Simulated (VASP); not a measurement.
Input:

```
CELL_PARAMETERS angstrom
     -1.57272     1.57272     3.84618
      1.57272    -1.57272     3.84618
      1.57272     1.57272    -3.84618
ATOMIC_POSITIONS crystal
  Si 0.66593 0.66593 0.00000
  Si 0.33407 0.33407 0.00000
  W  0.00000 0.00000 0.00000
```

The numbers are results of LDA (Ceperley-Alder, Perdew-Zunger), VASP's LDA PAW potentials (set 64) (plane waves; VASP), not measurements. Settings: 500 eV cut-off, 14×14×14 Γ-centred mesh, first-order Methfessel-Paxton smearing of 0.10 eV, potentials Si W_sv.

Energy and stress use the plane-wave basis of the starting cell.

**Question.** The ions, cell shape and volume at an external pressure of 20.0 GPa are relaxed. What does this cell relax into?

**Answer.** 
```
CELL_PARAMETERS angstrom
     -1.55411     1.55411     3.81177
      1.55411    -1.55411     3.81177
      1.55411     1.55411    -3.81177
ATOMIC_POSITIONS crystal
  Si 0.66637 0.66637 0.00000
  Si 0.33363 0.33363 0.00000
  W  0.00000 0.00000 0.00000
```
Space group I4/mmm (139), at a tolerance of 0.03 Å.

**Question.** How do energy and volume change from the first to the last step?

**Answer.** The energy (σ→0) changes by +38.0 meV/atom and the volume by -3.2 %, in 9 ionic steps.

The compound is WSi2 in the MoSi2 type structure. This run relaxes it under an external pressure of 20 GPa. Symmetry was kept, so distortions that lower it aren't found.
